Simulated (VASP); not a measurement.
Output of a VASP run:

**OSZICAR**
```
       N       E                     dE             d eps       ncg     rms          rms(c)
DAV:   1     0.754312161310E+02    0.75431E+02   -0.87491E+03   696   0.131E+03
DAV:   2    -0.109446050680E+02   -0.86376E+02   -0.79557E+02   984   0.248E+02
DAV:   3    -0.140410084630E+02   -0.30964E+01   -0.30781E+01   932   0.466E+01
DAV:   4    -0.141190870284E+02   -0.78079E-01   -0.78053E-01   956   0.628E+00
DAV:   5    -0.141194303521E+02   -0.34332E-03   -0.34332E-03   888   0.504E-01    0.172E+01
DAV:   6    -0.123186591083E+02    0.18008E+01   -0.91277E+00   800   0.227E+01    0.203E+01
DAV:   7    -0.122046224284E+02    0.11404E+00   -0.54784E-01   864   0.664E+00    0.117E+01
DAV:   8    -0.121969742231E+02    0.76482E-02   -0.13745E-01   740   0.416E+00    0.732E-01
DAV:   9    -0.121979440308E+02   -0.96981E-03   -0.13198E-02   980   0.965E-01    0.230E-01
DAV:  10    -0.121987942334E+02   -0.85020E-03   -0.11861E-03   716   0.335E-01    0.612E-02
DAV:  11    -0.121989690538E+02   -0.17482E-03   -0.21100E-04   840   0.125E-01    0.463E-02
DAV:  12    -0.121989924510E+02   -0.23397E-04   -0.37609E-05   732   0.540E-02    0.305E-02
DAV:  13    -0.121989913504E+02    0.11006E-05   -0.20763E-06   792   0.178E-02    0.375E-03
DAV:  14    -0.121989911746E+02    0.17578E-06   -0.31524E-07   404   0.564E-03
   1 F= -.12198991E+02 E0= -.12198991E+02  d E =-.121990E+02
       N       E                     dE             d eps       ncg     rms          rms(c)
DAV:   1    -0.122056446239E+02   -0.66533E-02   -0.13765E-01   840   0.355E+00    0.755E-01
DAV:   2    -0.122004045793E+02    0.52400E-02   -0.22965E-02   772   0.129E+00    0.225E-01
DAV:   3    -0.121993144515E+02    0.10901E-02   -0.26090E-03   940   0.542E-01    0.215E-01
DAV:   4    -0.121991428764E+02    0.17158E-03   -0.12674E-03  1048   0.267E-01    0.187E-01
DAV:   5    -0.121992222684E+02   -0.79392E-04   -0.70687E-05  1008   0.768E-02    0.456E-02
DAV:   6    -0.121992383832E+02   -0.16115E-04   -0.99296E-05  1128   0.707E-02    0.119E-02
DAV:   7    -0.121992390488E+02   -0.66566E-06   -0.11404E-06   620   0.123E-02
   2 F= -.12199239E+02 E0= -.12199239E+02  d E =-.247874E-03
       N       E                     dE             d eps       ncg     rms          rms(c)
DAV:   1    -0.121997576335E+02   -0.51925E-03   -0.10278E-02   824   0.969E-01    0.204E-01
DAV:   2    -0.121993706624E+02    0.38697E-03   -0.17361E-03   776   0.354E-01    0.614E-02
DAV:   3    -0.121992890475E+02    0.81615E-04   -0.19369E-04   928   0.149E-01    0.621E-02
DAV:   4    -0.121992767607E+02    0.12287E-04   -0.93437E-05  1052   0.725E-02    0.537E-02
DAV:   5    -0.121992807012E+02   -0.39405E-05   -0.53785E-06   976   0.207E-02    0.150E-02
DAV:   6    -0.121992806369E+02    0.64322E-07   -0.83282E-06  1072   0.200E-02
   3 F= -.12199281E+02 E0= -.12199281E+02  d E =-.289462E-03
```

### OUTCAR
```
------------------------ aborting loop because EDIFF is reached ----------------------------------------
  FORCE on cell =-STRESS in cart. coord.  units (eV):
  Direction    XX          YY          ZZ          XY          YZ          ZX
  --------------------------------------------------------------------------------------
  Total        0.0004796      0.0004796      0.0004796      0.0000000      0.0000000     -0.0000000
  in kB        0.0224951      0.0224951      0.0224951      0.0000000      0.0000000     -0.0000000
  external PRESSURE =       0.0224951 kB  Pullay stress =       0.0000000 kB
  volume of cell :       34.16
      direct lattice vectors                 reciprocal lattice vectors
     0.000000000  2.575268859  2.575268859    -0.194154485  0.194154485  0.194154485
     2.575268859  0.000000000  2.575268859     0.194154485 -0.194154485  0.194154485
     2.575268859  2.575268859 -0.000000000     0.194154485  0.194154485 -0.194154485
  FREE ENERGIE OF THE ION-ELECTRON SYSTEM (eV)
  ---------------------------------------------------
  free  energy   TOTEN  =       -12.1992806369 eV

  energy  without entropy=      -12.1992806369  energy(sigma->0) =      -12.19928064

 reached required accuracy - stopping structural energy minimisation
```
(Selected blocks of OUTCAR.)

**POSCAR**
```
SrO
1
    0.0000000000     2.5800000000     2.5800000000
    2.5800000000     0.0000000000     2.5800000000
    2.5800000000     2.5800000000     0.0000000000
Sr O
1 1
Direct
  0.0000000000   0.0000000000   0.0000000000
  0.5000000000   0.5000000000   0.5000000000
```

Reconstruct the remaining input files.

Several could match; the one computed here: the input of the run itself, AM05 GGA, plane waves, VASP's PBE PAW potentials (set 64).

KPOINTS:
```
Automatic mesh
0
Gamma
8 8 8
0 0 0
```

### INCAR
```
! general
SYSTEM  = SrO
PREC    = Accurate
ENCUT   = 520
LREAL   = .FALSE.
LASPH   = .TRUE.

! electronic loop
EDIFF   = 1E-6
NELM    = 100
ALGO    = Normal
LMAXMIX = 4

! smearing
ISMEAR  = 0
SIGMA   = 0.05

! functional
GGA     = AM

! ions
IBRION  = 2
NSW     = 60
ISIF    = 3
EDIFFG  = -0.01

! output
LWAVE   = .FALSE.
LCHARG  = .FALSE.
```

POTCAR, in this order: Sr_sv O (PBE.64 set). Program: vasp_std.

The compound is SrO in the rock salt structure. This run relaxes it. Symmetry was kept, so distortions that lower it aren't found.
